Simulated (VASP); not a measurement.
A VASP calculation is set up with these files.

### INCAR
```
SYSTEM = SnO
PREC = Accurate
ENCUT = 520
EDIFF = 1E-6
NELM = 100
ALGO = Normal
LREAL = .FALSE.
LASPH = .TRUE.
ISMEAR = 1
SIGMA = 0.1
GGA = PE
IVDW = 12
LMAXMIX = 4
LWAVE = .FALSE.
LCHARG = .FALSE.
IBRION = 2
ISIF = 3
NSW = 60
EDIFFG = -0.02
```

### POSCAR
```
SnO
1
    3.8289220535     0.0000000000     0.0000000000
    0.0000000000     3.8289220535    -0.0000000000
    0.0000000000    -0.0000000000     4.6868946197
Sn O
2 2
Direct
  0.5000000000   0.0000000000   0.7501531760
  0.0000000000   0.5000000000   0.2498468240
  0.5000000000   0.5000000000   0.0000000000
  0.0000000000   0.0000000000   0.0000000000
```

**KPOINTS**
```
Automatic mesh
0
Gamma
7 7 6
0 0 0
```

POTCAR, in this order: Sn_d O (PBE.64 set). Program: vasp_std.

**Question.** Write an equivalent input for Quantum ESPRESSO's pw.x.

**Answer.** One equivalent input (not run):
```
&CONTROL
  calculation = 'vc-relax'
  pseudo_dir = './pseudo'
  outdir = './out'
  tprnfor = .true.
  tstress = .true.
  nstep = 60
  forc_conv_thr = 0.00078
/
&SYSTEM
  ibrav = 0
  nat = 4
  ntyp = 2
  ecutwfc = 84
  occupations = 'smearing'
  smearing = 'methfessel-paxton'
  degauss = 0.00735
  input_dft = 'pbe'
  vdw_corr = 'grimme-d3'
  dftd3_version = 4
  dftd3_threebody = .false.
/
&ELECTRONS
  conv_thr = 7.3e-08
  electron_maxstep = 100
/
&IONS
/
&CELL
/
ATOMIC_SPECIES
  Sn 118.710 Sn.upf
  O 15.999 O.upf
CELL_PARAMETERS angstrom
     3.8289221    0.0000000    0.0000000
     0.0000000    3.8289221   -0.0000000
     0.0000000   -0.0000000    4.6868946
ATOMIC_POSITIONS crystal
  Sn   0.5000000  0.0000000  0.7501532
  Sn   0.0000000  0.5000000  0.2498468
  O    0.5000000  0.5000000  0.0000000
  O    0.0000000  0.0000000  0.0000000
K_POINTS automatic
  7 7 6 0 0 0
```
Limits of the translation: the potentials are each code's own (VASP's PAW set, PseudoDojo norm-conserving files in pw.x), so ENCUT and ecutwfc are chosen apart and not converted; conv_thr bounds pw.x's estimated SCF error, while EDIFF bounds the energy change between steps; forc_conv_thr acts on force components and is met together with etot_conv_thr.

The compound is SnO in the litharge structure. This run relaxes it. Symmetry was kept, so distortions that lower it aren't found. The start is the result of an earlier pass.
